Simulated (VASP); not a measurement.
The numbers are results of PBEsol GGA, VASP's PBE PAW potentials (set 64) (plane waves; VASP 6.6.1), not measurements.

Input for VASP

**INCAR**
```
SYSTEM = Be4S3Te
PREC = Accurate
ENCUT = 400
EDIFF = 1E-7
NELM = 100
ALGO = Normal
LREAL = .FALSE.
LASPH = .TRUE.
ISMEAR = -5
GGA = PS
LMAXMIX = 4
LWAVE = .FALSE.
LCHARG = .TRUE.
LORBIT = 11
NEDOS = 601
ISIF = 2
```

### POSCAR
```
Be4S3Te
20.186880
  0.0000000000   0.1250766567   0.1250766567
  0.1250766567   0.0000000000   0.1250766567
  0.4999999910   0.4999999910   0.0003066359
Be Te S
4 1 3
Cartesian
  0.4919975152   0.4919975152   0.0083091117
  0.2574901502   0.2574901502   0.2428164767
  0.3773741981   0.3773741981   0.2480090855
  0.3727045947   0.3727045947   0.0025253754
  0.0629687556   0.0629687556   0.0621079011
  0.1922146351   0.1922146351   0.0579386783
  0.3126044461   0.3126044461   0.0626255241
  0.4328756369   0.4328756369   0.0674309899
```

KPOINTS:
```
Automatic mesh
0
G
10 10 3
0 0 0
```

POTCAR, in this order: Be Te S (PBE.64 set). Program: vasp_std.

The run wrote:

**OSZICAR**
```
       N       E                     dE             d eps       ncg     rms          rms(c)
DAV:   1     0.119539015860E+03    0.11954E+03   -0.11294E+04  3276   0.106E+03
DAV:   2    -0.294941346733E+02   -0.14903E+03   -0.14280E+03  4670   0.198E+02
DAV:   3    -0.397650088211E+02   -0.10271E+02   -0.10214E+02  4142   0.585E+01
DAV:   4    -0.399804681620E+02   -0.21546E+00   -0.21499E+00  4278   0.102E+01
DAV:   5    -0.399857716790E+02   -0.53035E-02   -0.53012E-02  4060   0.156E+00    0.103E+01
DAV:   6    -0.393599043080E+02    0.62587E+00   -0.74498E-01  4070   0.421E+00    0.654E+00
DAV:   7    -0.391814439102E+02    0.17846E+00   -0.65262E-01  4175   0.401E+00    0.135E+00
DAV:   8    -0.391776302126E+02    0.38137E-02   -0.52552E-02  3956   0.137E+00    0.636E-01
DAV:   9    -0.391774135156E+02    0.21670E-03   -0.90002E-03  4121   0.538E-01    0.210E-01
DAV:  10    -0.391773335445E+02    0.79971E-04   -0.88564E-04  3999   0.171E-01    0.115E-01
DAV:  11    -0.391773686840E+02   -0.35139E-04   -0.10863E-04  4036   0.687E-02    0.436E-02
DAV:  12    -0.391773791162E+02   -0.10432E-04   -0.36685E-05  4127   0.336E-02    0.188E-02
DAV:  13    -0.391773820957E+02   -0.29795E-05   -0.64601E-06  4062   0.167E-02    0.755E-03
DAV:  14    -0.391773822192E+02   -0.12349E-06   -0.16915E-06  4276   0.956E-03    0.279E-03
DAV:  15    -0.391773822789E+02   -0.59713E-07   -0.88475E-07  4041   0.519E-03
   1 F= -.39177382E+02 E0= -.39177382E+02  d E =0.000000E+00
```

### OUTCAR
```
------------------------ aborting loop because EDIFF is reached ----------------------------------------
  FORCE on cell =-STRESS in cart. coord.  units (eV):
  Direction    XX          YY          ZZ          XY          YZ          ZX
  --------------------------------------------------------------------------------------
  Total       -0.0378994     -0.0378994     -0.0378994      0.0046922     -0.0046922     -0.0046922
  in kB       -0.4719712     -0.4719712     -0.4719712      0.0584332     -0.0584332     -0.0584332
  external PRESSURE =      -0.4719712 kB  Pullay stress =       0.0000000 kB
  volume of cell :      128.66
      direct lattice vectors                 reciprocal lattice vectors
     0.000000000  2.524907460  2.524907460    -0.198087800  0.197966319  0.198087800
     2.524907460  0.000000000  2.524907460     0.197966319 -0.198087800  0.198087800
    10.093439818 10.093439818  0.006190022     0.049552321  0.049552321 -0.049552321
 POSITION                                       TOTAL-FORCE (eV/Angst)
 -----------------------------------------------------------------------------------
      9.93189      9.93189      0.16774         0.001857      0.001857     -0.001857
      5.19792      5.19792      4.90171         0.000380      0.000380     -0.000380
      7.61801      7.61801      5.00653         0.004645      0.004645     -0.004645
      7.52374      7.52374      0.05098        -0.002048     -0.002048      0.002048
      1.27114      1.27114      1.25376        -0.001926     -0.001926      0.001926
      3.88021      3.88021      1.16960        -0.001846     -0.001846      0.001846
      6.31051      6.31051      1.26421         0.003039      0.003039     -0.003039
      8.73841      8.73841      1.36122        -0.004101     -0.004101      0.004101
 -----------------------------------------------------------------------------------
    total drift:                                0.000010      0.000010     -0.000009
  FREE ENERGIE OF THE ION-ELECTRON SYSTEM (eV)
  ---------------------------------------------------
  free  energy   TOTEN  =       -39.1773822789 eV

  energy  without entropy=      -39.1773822789  energy(sigma->0) =      -39.17738228

 total charge

# of ion       s       p       d       tot
------------------------------------------
    1        0.407   0.735   0.000   1.142
    2        0.364   0.579   0.000   0.943
    3        0.369   0.598   0.000   0.967
    4        0.369   0.598   0.000   0.967
    5        1.336   2.236   0.048   3.620
    6        1.301   2.471   0.000   3.772
    7        1.301   2.476   0.000   3.777
    8        1.300   2.475   0.000   3.775
--------------------------------------------------
tot          6.746  12.168   0.048  18.963
```
(Selected blocks of OUTCAR.)

The structure was generated: Be4S3Te was put into an ordered model structure (R3m), which need not be its known phase. It was relaxed first.
